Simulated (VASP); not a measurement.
Method: PBE GGA, VASP's PBE PAW potentials (set 64) (plane waves; VASP).

VASP input:

File POSCAR:
```
GaN
1
    1.5950000000    -2.7626210000     0.0000000000
    1.5950000000     2.7626210000     0.0000000000
    0.0000000000     0.0000000000     5.1900000000
Ga N
2 2
Direct
  0.6666670000   0.3333330000   0.5000000000
  0.3333330000   0.6666670000   0.0000000000
  0.6666670000   0.3333330000   0.8770000000
  0.3333330000   0.6666670000   0.3770000000
```

KPOINTS:
```
Automatic mesh
0
Gamma
7 7 4
0 0 0
```

INCAR:
```
SYSTEM = GaN
PREC = Accurate; ENCUT = 520; LREAL = F
LASPH = T
EDIFF = 1E-6; NELM = 100; ALGO = Normal
LMAXMIX = 4
ISMEAR = 0; SIGMA = 0.05
GGA = PE
ISIF = 2
LWAVE = F; LCHARG = F
```

POTCAR, in this order: Ga_d N (PBE.64 set). Program: vasp_std.

**Question.** Estimate the energy per atom (σ→0), pressure.

**Answer.** 
The energy per atom (σ→0) is -6.076 eV/atom and the pressure comes out as 5.14 GPa.

File OSZICAR:
```
...
DAV:   8    -0.243257894912E+02    0.14289E-02   -0.27354E-01  1670   0.836E+00    0.839E-01
DAV:   9    -0.243039733648E+02    0.21816E-01   -0.11228E-01  1882   0.576E+00    0.336E-01
DAV:  10    -0.243049053435E+02   -0.93198E-03   -0.57978E-03  1260   0.833E-01    0.146E-01
DAV:  11    -0.243048661467E+02    0.39197E-04   -0.13710E-03  1604   0.715E-01    0.216E-02
DAV:  12    -0.243048804043E+02   -0.14258E-04   -0.17144E-04  1190   0.101E-01    0.136E-02
DAV:  13    -0.243048799208E+02    0.48348E-06   -0.20182E-05  1484   0.101E-01    0.318E-03
DAV:  14    -0.243048804219E+02   -0.50113E-06   -0.46312E-06  1248   0.193E-02
   1 F= -.24304880E+02 E0= -.24304880E+02  d E =-.830705E-17
```

The compound is GaN in the wurtzite structure. The cell was not relaxed at this level.
